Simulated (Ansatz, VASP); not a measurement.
## Cross-check of SiGe between VASP and Ansatz

One calculation is typed for both programs; each brings its own data sets. How far apart do they land? The cell is generated by rule, not measured, and may not be a known phase. The cell is taken from a series of runs on this material, whose earlier steps may have relaxed, scaled, displaced or heated it; both programs get it as it stands.

Calculated with Ansatz 0.2.0; plane waves, with VASP 6.6.1 beside it; PBEsol.

The structure was built from a prototype and need not be the compound's stable phase.

## 1. Set-up

The structure is hexagonal, space group P6_3/mmc (No. 194). Conventional cell: a = 3.824 Å, b = 3.824 Å, c = 5.520 Å, α = 90.00°, β = 90.00°, γ = 120.00°. Nearest to Si lie 3 Ge at 2.21 Å. Nearest to Ge lie 3 Si at 2.21 Å. Farther neighbours are not listed.

## 2. Ansatz: single point, PBEsol

Ansatz runs on its default PAW (the set named soft_2) files.

A single point takes one fixed geometry, so differences don't come from the geometry; what else differs is listed under the comparison.

Contents of input.yaml:

```yaml
crystal:
  lattice:
    - [3.82437, 0.0, 0.0]
    - [-1.91218, 3.312, 0.0]
    - [0.0, 0.0, 5.52]
  atoms:
    - { symbol: Si, position: [0.333333, 0.666667, 0.25] }
    - { symbol: Si, position: [0.666667, 0.333333, 0.75] }
    - { symbol: Ge, position: [0.666667, 0.333333, 0.25] }
    - { symbol: Ge, position: [0.333333, 0.666667, 0.75] }
kpoints:
  mp_grid: { grid: [6, 6, 4] }
hamiltonian:
  xc: pbesol
scf:
  occupations: { method: gaussian, width: 0.1 }
output:
  forces: true
  stress: true
  eigenvalues: true
```

Run with:

```console
$ ansatz run input.yaml --threads 4 --pin off --max-ram 7168MiB --backend cpu --events-out ev --progress --plain --runs-dir out
```

Numbers of over 12 decimals in the logs are rounded to 6 here.

Output:

```text
Warning: the atoms were moved onto the symmetric positions of the space group found under crystal.symmetry.tolerance 1.0e-5 (fractional; no operation is sought that the atoms, as they stand in a round, miss by more than twice it, and no atom is moved by as much as it), and the run uses the moved positions. Before a round's move an operation carried an atom to 3.82e-6 Å from where it should land, the largest such dist [...]
Engine: ansatz 0.2.0, aarch64-unknown-linux-gnu
Pseudopotentials: kind: paw
Pseudopotential: Si, paw, valence charge 4, recommended cutoff 420 eV (normal), Si.paw.azcp
Pseudopotential: Ge, paw, valence charge 14, recommended cutoff 420 eV (normal), Ge.paw.azcp
Functional definition: PBEsol
  exchange = pbesol_x
  correlation = pbesol_c
Crystal: 4 atoms, lattice volume = 69.918 Å³
Basis set: ecut = 420 eV, 1363 PW (Γ), exchange–correlation on 54×54×80 points (8 copies of the dense FFT grid, shifted against one another)
Bands: 22, of which v1, the nominal top of the filled ones, is band 18 counted from 1 (17 counted from 0)
Symmetry: 24 space group operations
Space group: P63/mmc (ITA 194), of the structure as read, at distance tolerance 4.1e-5 Å
k-points: 21 of 144
Non-local potential: Si, projectors of the file, l = 0: 2, l = 1: 2, l = 2: 2
Non-local potential: Ge, projectors of the file, l = 0: 2, l = 1: 2, l = 2: 3, l = 3: 1
PAW form: soft (Blöchl's): semilocal exchange-correlation on the pseudo side does not see the compensation charge
PAW frozen core: Si, regenerated for the run's functional, and the local potential with it (the file was generated under x = pbe(κ = 0.804, μ = 0.219515), c = pbe(β = 0.066725))
PAW frozen core: Ge, regenerated for the run's functional, and the local potential with it (the file was generated under x = pbe(κ = 0.804, μ = 0.219515), c = pbe(β = 0.066725))
PAW one-centre angular grid: Si, 110 points (default); XC on 64 Gauss nodes
PAW one-centre angular grid: Ge, 590 points (default); XC on 64 Gauss nodes
Initial density: superposition of atomic densities (neutral atoms: chi_scale 0, normalization atom), corrected by the library's trained network
Initial wavefunctions: pseudopotential atomic-orbital guess
Functional: x = pbesol(κ = 0.804, μ = 0.123457), c = pbesol(β = 0.046)
SCF iter   1: F=—  HF=-9747.609722 eV  |F-HF|=—  |Δ(HF+E_count)|=         —  Δρ=2.91e-3  dr2=5.13e-3  ethr=1.77e-3  ⟨swp⟩=5.9  Hψ=2175  notcnv=0
preconditioner: auto → Resta (q_TF=auto, 2.443 Å⁻¹)  ε∞=3.0  [insulator: Δε(μ)=0.231 eV  Ē_g=18.970 eV  σ=0.100 eV  W_gap=0.55  n_scr=22 (ndim 8)  ℏωp=26.6 eV  f_vac=0.005  D(μ)=1.55/eV (n_scr^D=8)  ε∞_Penn≈3.0]
SCF iter   2: F=—  HF=-9747.606432 eV  |F-HF|=—  |Δ(HF+E_count)|=   3.29e-3  Δρ=1.53e-3  dr2=1.24e-3  ethr=1.42e-5  ⟨swp⟩=2.7  Hψ=1006  notcnv=0
SCF iter   3: F=—  HF=-9747.606276 eV  |F-HF|=—  |Δ(HF+E_count)|=   1.56e-4  Δρ=1.82e-4  dr2=1.50e-5  ethr=3.45e-6  ⟨swp⟩=3.0  Hψ=833  notcnv=0
SCF iter   4: F=—  HF=-9747.606273 eV  |F-HF|=—  |Δ(HF+E_count)|=   3.42e-6  Δρ=7.85e-5  dr2=2.24e-6  ethr=4.17e-8  ⟨swp⟩=2.0  Hψ=841  notcnv=0
SCF iter   5: F=—  HF=-9747.606272 eV  |F-HF|=—  |Δ(HF+E_count)|=   1.01e-6  Δρ=2.30e-5  dr2=2.97e-7  ethr=6.22e-9  ⟨swp⟩=2.0  Hψ=843  notcnv=0
SCF iter   6: F=-9747.606272 eV  HF=-9747.606272 eV  |F-HF|=1.00e-9  |Δ(HF+E_count)|=   7.55e-8  Δρ=6.60e-6  dr2=2.82e-8  ethr=2.78e-10  ⟨swp⟩=5.1  Hψ=2061  notcnv=0
SCF 1 converged in 6 iterations: F = -9747.606272 eV  dr2 = 2.82e-8
  greatest PAW one-centre occupation: 0.998 electrons in one spin orbital (limit 2), on the Ge atom at site 3 (counted from 0), in its partial waves of l = 2
SCF converged after 6 iterations
Free energy (F): -9747.606272 eV
Harris-Foulkes:  -9747.606272 eV  (|F-HF|=1.00e-9)
Internal energy: -9747.598598 eV  (E = F + TS)
E sigma→0 (E₀):  -9747.602435 eV
Entropy (-TS):   -0.007673 eV (-1.918 meV/atom)
Fermi energy:    9.950700 eV
--- Per-component energies (eV) ---
  E_band       = -230.767776
  E_kinetic    = 314.968528
  E_local      = -5006.083721  (includes V_loc(G=0)·N_el)
  E_nonlocal   = 896.116957
  E_hartree    = 2213.254486
  E_xc         = -265.155975
  E_vxc        = -230.614411  (∫ρ·V_xc dr)
  E_paw        = -4956.171282  (= ΣΔE_a)
  E_vpaw       = -631.661357  (= ΣTr[D̂ρ^β])
  E_aug_tail   = 0.000584  (compensation charges beyond the density's cutoff)
  E_ewald      = -2946.427168
  E_core_change = 1.898994  (= ΣΔE_core)
  E_smearing   = -0.007673  (= −TS)
  E_closure    = 0.000000  (closes the sum)
  Σ components = -9747.606272   (vs F -9747.606272, Δ=0.00e0)
--- Forces (eV/Å), atoms counted from 1 ---
  atom   1  Si    -0.00000000    -0.00000000     0.00000000
  atom   2  Si     0.00000000     0.00000000    -0.00000000
  atom   3  Ge    -0.00000000     0.00000000    -0.00000000
  atom   4  Ge     0.00000000    -0.00000000     0.00000000
  max |Σ_I F_I| component: 9.25e-18 eV/Å
--- Stress (GPa, compression-positive) ---
       28.291723      -0.000000      -0.000000
       -0.000000      28.291723      -0.000000
       -0.000000      -0.000000       6.934697
  P = ⅓ Tr σ = 21.1727 GPa (211.727 kbar)
--- Band table (eV; the first three rows and the last of 21) ---
  k-point 0: bands = [... 14 lower, 7.1910, 8.6576, 9.3401, 9.3401, 11.7278, 11.7278, 12.5238, 13.7073]
  k-point 1: bands = [... 14 lower, 7.4215, 8.8934, 8.8934, 8.9368, 10.9140, 11.2123, 11.9751, 11.9751]
  k-point 2: bands = [... 14 lower, 8.0619, 8.0619, 8.0619, 8.0619, 9.7732, 9.7732, 12.6888, 12.6888]
  k-point 20: bands = [... 14 lower, 4.3986, 4.3986, 10.4253, 10.4253, 10.6712, 10.6712, 15.1171, 15.1171]
```

The run ends at a pressure of 21.17 GPa.

## 3. VASP: single point, PBEsol

The same cell, functional, mesh and smearing now go to VASP, with its own data sets.

Lines of VASP's logs that name or quote its potential files are left out, and so is its time.

Contents of INCAR:

```
SYSTEM = SiGe
PREC = Accurate
ENCUT = 500
EDIFF = 1E-06
NELM = 120
ISMEAR = 0
SIGMA = 0.1
LREAL = .FALSE.
ALGO = Normal
GGA = PS
NBANDS = 24
LORBIT = 11
LWAVE = .FALSE.
LCHARG = .FALSE.
ISIF = 2
LASPH = .TRUE.
GGA_COMPAT = .FALSE.
```

Contents of POSCAR:

```
SiGe
1.0
    3.8243700000      0.0000000000      0.0000000000
   -1.9121800000      3.3120000000      0.0000000000
    0.0000000000      0.0000000000      5.5200000000
Si Ge
2 2
Direct
    0.3333343333      0.6666676667      0.2500000000
    0.6666676667      0.3333343333      0.7500000000
    0.6666676667      0.3333343333      0.2500000000
    0.3333343333      0.6666676667      0.7500000000
```

Contents of KPOINTS:

```
Automatic mesh
0
Gamma
6 6 4
0 0 0
```

PAW data sets: Si and Ge_d (PBE family, release 64).

Run with:

```console
$ mpirun -np 1 vasp_std
```

Output:

```text
[banner, memory and clock lines left out]
running    1 mpi-ranks, on    1 nodes
 distrk:  each k-point on    1 cores,    1 groups
 distr:  one band on    1 cores,    1 groups

 POSCAR found type information on POSCAR SiGe
 POSCAR found :  2 types and       4 ions
|                                                                             |
|               ----> ADVICE to this user running VASP <----                  |
|                                                                             |
|     You enforced a specific xc type in the INCAR file but a different       |
|     [... a line on the potential file left out ...]
|     I HOPE YOU KNOW WHAT YOU ARE DOING!                                     |
|                                                                             |

 LDA part: xc-table for (Slater+PW92), standard interpolation
 POSCAR, INCAR and KPOINTS ok, starting setup
 FFT: planning ... GRIDC
 FFT: planning ... GRID_SOFT
 FFT: planning ... GRID
 WAVECAR not read
 entering main loop
       N       E                     dE             d eps       ncg     rms          rms(c)
DAV:   1     0.254726129739E+03    0.25473E+03   -0.17674E+04  1184   0.333E+03
DAV:   2     0.190515364234E+02   -0.23567E+03   -0.22871E+03  1048   0.655E+02
DAV:   3    -0.180484683237E+02   -0.37100E+02   -0.36857E+02  1256   0.155E+02
DAV:   4    -0.194252768653E+02   -0.13768E+01   -0.13763E+01  1136   0.348E+01
DAV:   5    -0.194566141221E+02   -0.31337E-01   -0.31336E-01  1280   0.560E+00    0.692E+00
DAV:   6    -0.191450946930E+02    0.31152E+00   -0.12360E-01  1264   0.305E+00    0.400E+00
DAV:   7    -0.189992906152E+02    0.14580E+00   -0.21110E-01  1272   0.328E+00    0.239E-01
DAV:   8    -0.190010657769E+02   -0.17752E-02   -0.24120E-02  1232   0.169E+00    0.133E-01
DAV:   9    -0.190011737468E+02   -0.10797E-03   -0.55556E-04  1288   0.190E-01    0.910E-02
DAV:  10    -0.190012193281E+02   -0.45581E-04   -0.11745E-04  1304   0.119E-01    0.214E-02
DAV:  11    -0.190012249448E+02   -0.56167E-05   -0.14848E-05  1240   0.352E-02    0.597E-03
DAV:  12    -0.190012259773E+02   -0.10325E-05   -0.11109E-06   816   0.704E-03    0.181E-03
DAV:  13    -0.190012261288E+02   -0.15154E-06   -0.25995E-07   688   0.639E-03
   1 F= -.19001226E+02 E0= -.18997439E+02  d E =-.757351E-02
```

OUTCAR, selected parts (step 3):

```text
ion  position               nearest neighbor table
   1  0.333  0.667  0.250-   3 2.21   3 2.21   3 2.21   4 2.76   4 2.76
   2  0.667  0.333  0.750-   4 2.21   4 2.21   4 2.21   3 2.76   3 2.76
   3  0.667  0.333  0.250-   1 2.21   1 2.21   1 2.21   2 2.76   2 2.76
   4  0.333  0.667  0.750-   2 2.21   2 2.21   2 2.21   1 2.76   1 2.76

  LATTYP: Found a hexagonal cell.
 ALAT       =     3.8243700000
 C/A-ratio  =     1.4433749873

 Subroutine GETGRP returns: Found 24 space group operations
 (whereof 12 operations were pure point group operations)

The static configuration has the point symmetry D_3d.
 The point group associated with its full space group is D_6h.

 Found     21 irreducible k-points:

   k-points           NKPTS =     21   k-points in BZ     NKDIM =     21   number of bands    NBANDS=     24

   dimension x,y,z NGX =    28 NGY =   28 NGZ =   40
   dimension x,y,z NGXF=    56 NGYF=   56 NGZF=   80

   ENCUT  =  500.0 eV  36.75 Ry    6.06 a.u.   6.97  6.97 10.06*2*pi/ulx,y,z

   NELECT =      36.0000    total number of electrons

 k-points in reciprocal lattice and weights: Automatic mesh
   0.00000000  0.00000000  0.00000000       0.007
   0.16666667  0.00000000  0.00000000       0.042
   0.33333333 -0.00000000  0.00000000       0.042
   0.50000000  0.00000000  0.00000000       0.021
   0.16666667  0.16666667  0.00000000       0.042
   0.33333333  0.16666667  0.00000000       0.083
   0.33333333  0.33333333  0.00000000       0.014
   0.00000000  0.00000000  0.25000000       0.014
   0.16666667  0.00000000  0.25000000       0.083
[...]
0.33333333  0.16666667  0.50000000       0.083
   0.33333333  0.33333333  0.50000000       0.014

 average (electrostatic) potential at core
       1 -82.1030       2 -82.1029       3 -71.5784       4 -71.5784

 E-fermi :   7.4164

 k-point     1 :       0.0000    0.0000    0.0000
  band No.  band energies     occupation
    ...
     14       4.6555      2.00000
     15       4.6556      2.00000
     16       6.1282      2.00000
     17       6.8055      2.00000
     18       6.8055      2.00000
     19       9.1982      0.00000
     20       9.1983      0.00000
     21       9.9865      0.00000
     22      11.1880      0.00000
     23      11.4676      0.00000
    ...

 k-point     2 :       0.1667    0.0000    0.0000
  band No.  band energies     occupation
    ...
     14       2.1352      2.00000
     15       4.0685      2.00000
     16       4.9809      2.00000
     17       6.2981      2.00000
     18       7.4157      1.00845
     19       8.5006      0.00000
     20       9.7676      0.00000
     21      10.4605      0.00000
     22      11.0824      0.00000
     23      11.7109      0.00000
    ...

 k-point     3 :       0.3333   -0.0000    0.0000
  band No.  band energies     occupation
    ...
     15       2.3631      2.00000
     16       3.2761      2.00000
     17       5.5684      2.00000
     18       6.1462      2.00000
     19       6.7121      2.00000
     20      10.3133      0.00000
     21      12.3687      0.00000
     22      12.4642      0.00000
     23      12.8953      0.00000
     24      13.1825      0.00000

  Total       12.2852855     12.2852739      3.0641380      0.0000185      0.0000000      0.0000000
  in kB      281.5182336    281.5179661     70.2149502      0.0004250      0.0000000      0.0000000
  external PRESSURE =     211.0837167 kB  Pullay stress =       0.0000000 kB

  energy-cutoff  :      500.00
  volume of cell :       69.92
      direct lattice vectors                 reciprocal lattice vectors
     3.824370000  0.000000000  0.000000000     0.261480976  0.150965789  0.000000000
    -1.912180000  3.312000000  0.000000000     0.000000000  0.301932367  0.000000000
     0.000000000  0.000000000  5.520000000     0.000000000  0.000000000  0.181159420

 POSITION                                       TOTAL-FORCE (eV/Angst)
 -----------------------------------------------------------------------------------
      0.00001      2.20800      1.38000         0.000000      0.000000      0.000000
      1.91219      1.10400      4.14000        -0.000000      0.000000      0.000000
      1.91219      1.10400      1.38000        -0.000000      0.000000      0.000000
      0.00001      2.20800      4.14000         0.000000      0.000000      0.000000
 -----------------------------------------------------------------------------------
    total drift:                               -0.000924     -0.001601      0.000002

  FREE ENERGIE OF THE ION-ELECTRON SYSTEM (eV)
  ---------------------------------------------------
  free  energy   TOTEN  =       -19.0012261288 eV

  energy  without entropy=      -18.9936526227  energy(sigma->0) =      -18.99743938

 total charge
# of ion       s       p       d       tot
------------------------------------------
    1        0.790   0.940   0.000   1.731
    2        0.790   0.940   0.000   1.731
    3        1.150   1.466  10.076  12.691
    4        1.150   1.466  10.076  12.691
--------------------------------------------------
tot          3.880   4.812  20.151  28.843

[... 3 further parts left out ...]
```

The run ends at a pressure of 21.11 GPa.

## 4. Differences

Known differences besides the potentials themselves: the cutoff is 420 eV in Ansatz and 500 eV in VASP; Ansatz makes its cores anew for this functional, VASP keeps those of its PBE data sets. Total energies have different zeros and are not compared.

Compared:

```tsv
quantity	Ansatz	VASP	difference
pressure (GPa)	21.17	21.11	+0.06
```

## 5. Results

```yaml
difference_in_pressure_single_point_pbesol: 0.064 GPa
```

What this shows: The difference in pressure is 0.064 GPa (single point, PBEsol), within the 1 GPa picked in this series as the mark of a large difference. How closely two codes agree says nothing of how well the functional describes the real material.

[Lines on the potential files, build, host, timing and source positions are cut from VASP's logs without a mark.]

[Logs are printed without paths, hosts, clocks, repeated set-up lines and the standing remarks that a program may print on its own settings, such as how far it seeks lower states.]

[Hosts, paths, dates, database ids (printed as entryN), source tags and the programs' standing remarks are cut or masked in the printed files.]
